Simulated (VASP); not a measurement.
# A first-principles U for LaFe2P2, part 3 of 4

Wanted: U by linear response. The start is a computed cell from the Materials Project.

VASP 6.6.1, plane waves and PAW; the level of theory is named at each step.

So far. Step 4 (Shifted potential, relaxed density, alpha -0.2): The run ends at a pressure of -2.48 GPa, with forces up to 0.41 eV/Å. Step 5 (Shifted potential, frozen density, alpha -0.1): Energy at zero smearing: -79.59331 eV.

## Step 6: Shifted potential, relaxed density, alpha -0.1

Level of this step: PBEsol, with a shift of one shell's potential, spin-polarised from a ferromagnetic start; plane waves and PAW (Fe, Fe, La, P) (VASP).

File INCAR:

```
SYSTEM = LaFe2P2
PREC = Accurate
ENCUT = 350
EDIFF = 1E-06
NELM = 150
ISMEAR = 0
SIGMA = 0.05
LREAL = .FALSE.
ALGO = Normal
GGA = PS
NBANDS = 52
ISPIN = 2
MAGMOM = 3 3 3 3 0 0 0 0 0 0
LASPH = .TRUE.
LMAXMIX = 4
AMIX = 0.2
BMIX = 1E-04
AMIX_MAG = 0.8
BMIX_MAG = 1E-04
LORBIT = 11
LWAVE = .FALSE.
LCHARG = .FALSE.
KPAR = 4
LDAU = .TRUE.
LDAUTYPE = 3
LDAUL = 2 -1 -1 -1
LDAUU = -0.1 0 0 0
LDAUJ = -0.1 0 0 0
```

File POSCAR:

```
LaFe2P2
1.0
   -1.8928825844      1.8928825844      5.5100156407
    3.7857651688     -3.7857651688     11.0200312814
    1.8928825844      1.8928825844     -5.5100156407
Fe Fe La P
1 3 2 4
Direct
    0.2500000000      0.3750000000      0.5000000000
    0.2500000000      0.8750000000      0.5000000000
    0.7500000000      0.1250000000      0.5000000000
    0.7500000000      0.6250000000      0.5000000000
    0.0000000000      0.0000000000      0.0000000000
    0.0000000000      0.5000000000      0.0000000000
    0.3477425600      0.1738712800      0.0000000000
    0.3477425600      0.6738712800      0.0000000000
    0.6522574400      0.3261287200      0.0000000000
    0.6522574400      0.8261287200      0.0000000000
```

File KPOINTS:

```
Automatic mesh
0
Gamma
6 6 6
0 0 0
```

The projector-augmented-wave data sets are Fe, Fe, La and P (PBE family, release 64).

Command:

```bash
$ mpirun -np 4 vasp_std
```

Log:

```text
[... set-up lines as in an earlier step ...]
 entering main loop
       N       E                     dE             d eps       ncg     rms          rms(c)
DAV:   1    -0.795978480369E+02   -0.79598E+02   -0.23176E-02 24112   0.954E-01    0.858E-01
DAV:   2    -0.796697405460E+02   -0.71893E-01   -0.49320E-01 25880   0.668E+00    0.338E+00
DAV:   3    -0.795928073402E+02    0.76933E-01   -0.29884E-01 26848   0.574E+00    0.374E-01
DAV:   4    -0.795931460779E+02   -0.33874E-03   -0.16147E-02 24536   0.957E-01    0.157E-01
DAV:   5    -0.795930953278E+02    0.50750E-04   -0.12942E-03 24936   0.324E-01    0.931E-02
DAV:   6    -0.795930961334E+02   -0.80566E-06   -0.20335E-04 23232   0.973E-02    0.701E-02
DAV:   7    -0.795931002874E+02   -0.41540E-05   -0.11115E-04 26504   0.881E-02    0.510E-02
DAV:   8    -0.795930942663E+02    0.60211E-05   -0.14224E-04 23936   0.119E-01    0.339E-02
DAV:   9    -0.795930867784E+02    0.74879E-05   -0.35642E-05 22272   0.593E-02    0.671E-03
DAV:  10    -0.795930865218E+02    0.25658E-06   -0.69967E-06 17776   0.245E-02
   1 F= -.79593087E+02 E0= -.79588354E+02  d E =-.946588E-02  mag=     0.0000
```

It took 5.7 min on 4 MPI ranks of AMD EPYC 7R43, shared host; peak memory 3.1 GiB; 23 min of CPU time.

OUTCAR, selected parts (step 6):

```text
   NELECT =      74.0000    total number of electrons

 E-fermi :   8.9124

 spin component 1
 k-point     1 :       0.0000    0.0000    0.0000
  band No.  band energies     occupation
    ...
     33       7.8741      1.00000
     34       8.0266      1.00000
     35       8.5811      1.00000
     36       8.5845      1.00000
     37       8.6439      1.00000
     38       9.4841      0.00000
     39       9.5377      0.00000
     40       9.6361      0.00000
     41       9.9209      0.00000
     42      10.5935      0.00000
    ...

 k-point     2 :       0.1667    0.0000    0.0000
  band No.  band energies     occupation
    ...
     33       8.0835      1.00000
     34       8.1636      1.00000
     35       8.3772      1.00000
     36       8.4387      1.00000
     37       8.6593      1.00000
     38       9.0450      0.00009
     39       9.5904      0.00000
     40       9.6388      0.00000
     41       9.9809      0.00000
     42      10.1570      0.00000
    ...

  Total       -2.4004591     -2.2992875     -3.1278027      0.0000000      0.0000000      0.0014555
  in kB      -24.3508837    -23.3245720    -31.7292464      0.0000000      0.0000000      0.0147646
  external PRESSURE =     -26.4682340 kB  Pullay stress =       0.0000000 kB

 POSITION                                       TOTAL-FORCE (eV/Angst)
 -----------------------------------------------------------------------------------
      1.89288     -0.00000      2.75501        -0.000583     -0.000000      0.008022
      3.78577     -1.89288      8.26502        -0.000994     -0.000000      0.003519
     -0.00000      1.89288      2.75501        -0.005276     -0.000000     -0.006066
      1.89288      0.00000      8.26502         0.006830     -0.000000     -0.005300
      0.00000      0.00000      0.00000         0.000082     -0.000000     -0.002937
      1.89288     -1.89288      5.51002         0.000019     -0.000000      0.002663
      0.00000      0.00000      3.83213        -0.030014     -0.000000      0.346741
      1.89288     -1.89288      9.34215         0.027569      0.000000      0.346724
      0.00000      0.00000      7.18790         0.001134      0.000000     -0.366822
      1.89288     -1.89288     12.69791         0.001234     -0.000000     -0.326543
 -----------------------------------------------------------------------------------
    total drift:                                0.000129      0.000000     -0.000168

  FREE ENERGIE OF THE ION-ELECTRON SYSTEM (eV)
  ---------------------------------------------------
  free  energy   TOTEN  =       -79.5930865218 eV

  energy  without entropy=      -79.5836206429  energy(sigma->0) =      -79.58835358

 magnetization (x)
# of ion       s       p       d       f       tot
--------------------------------------------------
    1        0.000  -0.000  -0.000   0.000  -0.000
    2        0.000   0.000   0.000   0.000   0.000
    3        0.000   0.000   0.000   0.000   0.000
    4        0.000   0.000   0.000   0.000   0.000
    5       -0.000  -0.000   0.000   0.000   0.000
    6       -0.000   0.000   0.000   0.000   0.000
    7       -0.000  -0.000   0.000   0.000  -0.000
    8       -0.000  -0.000   0.000   0.000  -0.000
    9       -0.000   0.000   0.000   0.000   0.000
   10       -0.000  -0.000   0.000   0.000  -0.000
--------------------------------------------------
tot         -0.000  -0.000   0.000   0.000   0.000

[... 8 parts as in an earlier step ...]

[... 12 further parts left out ...]
```

This step gave:

```yaml
electronic_cycles: 10
free_energy_toten: -79.5931 eV
energy_at_zero_smearing: -79.5884 eV
fermi_energy: 8.912 eV
```

Force by atom:

| atom | x (eV/Å) | y (eV/Å) | z (eV/Å) | size |
| --- | --- | --- | --- | --- |
| Fe1 | -0.001 | 0.000 | 0.008 | 0.008 |
| Fe2 | -0.001 | 0.000 | 0.004 | 0.004 |
| Fe3 | -0.005 | 0.000 | -0.006 | 0.008 |
| Fe4 | 0.007 | 0.000 | -0.005 | 0.009 |
| La5 | 0.000 | 0.000 | -0.003 | 0.003 |
| La6 | 0.000 | 0.000 | 0.003 | 0.003 |
| P7 | -0.030 | 0.000 | 0.347 | 0.348 |
| P8 | 0.028 | 0.000 | 0.347 | 0.348 |
| P9 | 0.001 | 0.000 | -0.367 | 0.367 |
| P10 | 0.001 | 0.000 | -0.327 | 0.327 |

Energy at zero smearing: -79.58835 eV.

The run ends at a pressure of -2.65 GPa, with forces up to 0.37 eV/Å.

## Step 7: Shifted potential, frozen density, alpha 0.1

INCAR, as its differences from that of step 6:

```diff
@@ -26,3 +26,4 @@
 LDAUL = 2 -1 -1 -1
-LDAUU = -0.1 0 0 0
-LDAUJ = -0.1 0 0 0
+LDAUU = 0.1 0 0 0
+LDAUJ = 0.1 0 0 0
+ICHARG = 11
```

POSCAR is that of step 6.

KPOINTS is that of step 6.

The WAVECAR or CHGCAR of an earlier step is read.

Command:

```bash
$ mpirun -np 4 vasp_std
```

Log:

```text
[... set-up lines as in an earlier step ...]
 entering main loop
       N       E                     dE             d eps       ncg     rms          rms(c)
DAV:   1    -0.809250649821E+02   -0.80925E+02   -0.22668E-02 24080   0.953E-01
DAV:   2    -0.809252503091E+02   -0.18533E-03   -0.18533E-03 17104   0.270E-01
DAV:   3    -0.809252600970E+02   -0.97879E-05   -0.97884E-05 23696   0.583E-02
DAV:   4    -0.809252603343E+02   -0.23731E-06   -0.23612E-06 14976   0.999E-03
   1 F= -.80925260E+02 E0= -.80920464E+02  d E =-.959337E-02  mag=    -0.0005
```

Elapsed: 2 min, on 4 MPI ranks; peak memory 2.9 GiB.

OUTCAR, selected parts (step 7):

```text
  Total       -0.6879360     -0.5458655     -1.0026082      0.0000000      0.0000000     -0.0012410
  in kB       -6.9786018     -5.5374022    -10.1707196      0.0000000      0.0000000     -0.0125893
  external PRESSURE =      -7.5622412 kB  Pullay stress =       0.0000000 kB

 POSITION                                       TOTAL-FORCE (eV/Angst)
 -----------------------------------------------------------------------------------
      1.89288     -0.00000      2.75501         0.000542     -0.000000     -0.004561
      3.78577     -1.89288      8.26502        -0.001131     -0.000000      0.016616
     -0.00000      1.89288      2.75501         0.078110     -0.000000     -0.005064
      1.89288      0.00000      8.26502        -0.076713     -0.000000     -0.007168
      0.00000      0.00000      0.00000         0.025404      0.000000      0.040481
      1.89288     -1.89288      5.51002        -0.024921     -0.000000     -0.041289
      0.00000      0.00000      3.83213         0.092196      0.000000      0.287396
      1.89288     -1.89288      9.34215        -0.095488      0.000000      0.289805
      0.00000      0.00000      7.18790         0.001117     -0.000000     -0.224964
      1.89288     -1.89288     12.69791         0.000883     -0.000000     -0.351252
 -----------------------------------------------------------------------------------
    total drift:                                0.000017      0.000000      0.000311

  FREE ENERGIE OF THE ION-ELECTRON SYSTEM (eV)
  ---------------------------------------------------
  free  energy   TOTEN  =       -80.9252603343 eV

  energy  without entropy=      -80.9156669647  energy(sigma->0) =      -80.92046365

 magnetization (x)
# of ion       s       p       d       f       tot
--------------------------------------------------
    1        0.000  -0.000  -0.000   0.000  -0.000
    2       -0.000  -0.000  -0.000   0.000  -0.000
    3        0.000  -0.000  -0.000   0.000  -0.000
    4        0.000  -0.000  -0.000   0.000  -0.000
    5       -0.000  -0.000  -0.000  -0.000  -0.000
    6       -0.000  -0.000  -0.000  -0.000  -0.000
    7        0.000   0.000   0.000   0.000   0.000
    8        0.000   0.000   0.000   0.000   0.000
    9        0.000   0.000   0.000   0.000   0.000
   10        0.000   0.000   0.000   0.000   0.000
--------------------------------------------------
tot          0.000   0.000  -0.000  -0.000  -0.000

[... 2 parts as in an earlier step ...]

[... 1 further part left out ...]
[key lines of the parts left out:]
E-fermi :   8.8955
```

Energy at zero smearing: -80.92046 eV.

## Step 8: Shifted potential, relaxed density, alpha 0.1

INCAR, as its differences from that of step 7:

```diff
@@ -28,2 +28 @@
 LDAUJ = 0.1 0 0 0
-ICHARG = 11
```

POSCAR is that of step 7.

KPOINTS is that of step 7.

Command:

```bash
$ mpirun -np 4 vasp_std
```

Log:

```text
[... set-up lines as in an earlier step ...]
 entering main loop
       N       E                     dE             d eps       ncg     rms          rms(c)
DAV:   1    -0.809250312235E+02   -0.80925E+02   -0.22516E-02 24104   0.951E-01    0.831E-01
DAV:   2    -0.809932292546E+02   -0.68198E-01   -0.43535E-01 25824   0.657E+00    0.338E+00
DAV:   3    -0.809201966012E+02    0.73033E-01   -0.32280E-01 26624   0.526E+00    0.310E-01
DAV:   4    -0.809205591437E+02   -0.36254E-03   -0.12390E-02 23812   0.879E-01    0.166E-01
[...]
DAV:   8    -0.809204581166E+02    0.17457E-04   -0.15046E-04 21728   0.128E-01    0.180E-02
DAV:   9    -0.809204552120E+02    0.29046E-05   -0.21702E-05 22224   0.450E-02    0.621E-03
DAV:  10    -0.809204548720E+02    0.34008E-06   -0.25076E-06 13648   0.143E-02
   1 F= -.80920455E+02 E0= -.80915710E+02  d E =-.948938E-02  mag=     0.0000
```

It took 5.4 min on 4 MPI ranks; peak memory 3.1 GiB; 21 min of CPU time.

OUTCAR, selected parts (step 8):

```text
  Total       -2.6415765     -2.5416839     -3.2853599      0.0000000      0.0000000      0.0012559
  in kB      -26.7968410    -25.7835046    -33.3275480      0.0000000      0.0000000      0.0127399
  external PRESSURE =     -28.6359645 kB  Pullay stress =       0.0000000 kB

 POSITION                                       TOTAL-FORCE (eV/Angst)
 -----------------------------------------------------------------------------------
      1.89288     -0.00000      2.75501        -0.000771      0.000000      0.003572
      3.78577     -1.89288      8.26502        -0.000763      0.000000      0.007818
     -0.00000      1.89288      2.75501         0.006450      0.000000     -0.005602
      1.89288      0.00000      8.26502        -0.004952      0.000000     -0.005928
      0.00000      0.00000      0.00000         0.000084      0.000000      0.002738
      1.89288     -1.89288      5.51002        -0.000025      0.000000     -0.002428
      0.00000      0.00000      3.83213         0.027279     -0.000000      0.307701
      1.89288     -1.89288      9.34215        -0.030008      0.000000      0.307639
      0.00000      0.00000      7.18790         0.001281     -0.000000     -0.287783
      1.89288     -1.89288     12.69791         0.001424     -0.000000     -0.327728
 -----------------------------------------------------------------------------------
    total drift:                                0.000041     -0.000000      0.000157

  FREE ENERGIE OF THE ION-ELECTRON SYSTEM (eV)
  ---------------------------------------------------
  free  energy   TOTEN  =       -80.9204548720 eV

  energy  without entropy=      -80.9109654881  energy(sigma->0) =      -80.91571018

 magnetization (x)
# of ion       s       p       d       f       tot
--------------------------------------------------
    1        0.000   0.000   0.000   0.000   0.000
    2       -0.000   0.000   0.000   0.000   0.000
    3        0.000   0.000   0.000   0.000   0.000
    4        0.000   0.000   0.000   0.000   0.000
    5        0.000  -0.000  -0.000   0.000  -0.000
    6       -0.000   0.000   0.000  -0.000   0.000
    7        0.000  -0.000   0.000   0.000  -0.000
    8       -0.000  -0.000   0.000   0.000  -0.000
    9       -0.000  -0.000   0.000   0.000  -0.000
   10       -0.000  -0.000   0.000   0.000  -0.000
--------------------------------------------------
tot          0.000  -0.000   0.000   0.000   0.000

[... 2 parts as in an earlier step ...]

[... 1 further part left out ...]
[key lines of the parts left out:]
E-fermi :   8.9019
```

Energy at zero smearing: -80.91571 eV.

The run ends at a pressure of -2.86 GPa, with forces up to 0.33 eV/Å.

## Step 9: Shifted potential, frozen density, alpha 0.2

INCAR, as its differences from that of step 8:

```diff
@@ -26,3 +26,4 @@
 LDAUL = 2 -1 -1 -1
-LDAUU = 0.1 0 0 0
-LDAUJ = 0.1 0 0 0
+LDAUU = 0.2 0 0 0
+LDAUJ = 0.2 0 0 0
+ICHARG = 11
```

POSCAR is that of step 8.

KPOINTS is that of step 8.

The run starts from files that an earlier step left in the folder.

Command:

```bash
$ mpirun -np 4 vasp_std
```

Log:

```text
[... set-up lines as in an earlier step ...]
 entering main loop
       N       E                     dE             d eps       ncg     rms          rms(c)
DAV:   1    -0.816054129731E+02   -0.81605E+02   -0.89851E-02 24048   0.190E+00
DAV:   2    -0.816061568606E+02   -0.74389E-03   -0.74388E-03 18048   0.538E-01
DAV:   3    -0.816061962265E+02   -0.39366E-04   -0.39366E-04 23632   0.115E-01
DAV:   4    -0.816061973839E+02   -0.11573E-05   -0.11565E-05 21232   0.180E-02
DAV:   5    -0.816061974373E+02   -0.53428E-07   -0.52908E-07 12272   0.620E-03
   1 F= -.81606197E+02 E0= -.81601343E+02  d E =-.970978E-02  mag=    -0.0005
```

Run time: 2.3 min. Hardware: 4 MPI ranks; peak memory 3 GiB.

(Continued in part 4 of 4.)

[Lines on the potential files, build, host, timing and source positions are cut from VASP's logs without a mark.]

[Logs are printed without paths, hosts, clocks, repeated set-up lines and the standing remarks that a program may print on its own settings, such as how far it seeks lower states.]

[Hosts, paths, dates, database ids (printed as entryN), source tags and the programs' standing remarks are cut or masked in the printed files.]

[In band tables of VASP the shares of atoms and orbitals are scaled to a sum of 1 inside the atoms' spheres.]

[Runs that stopped without an error message from VASP are left out.]
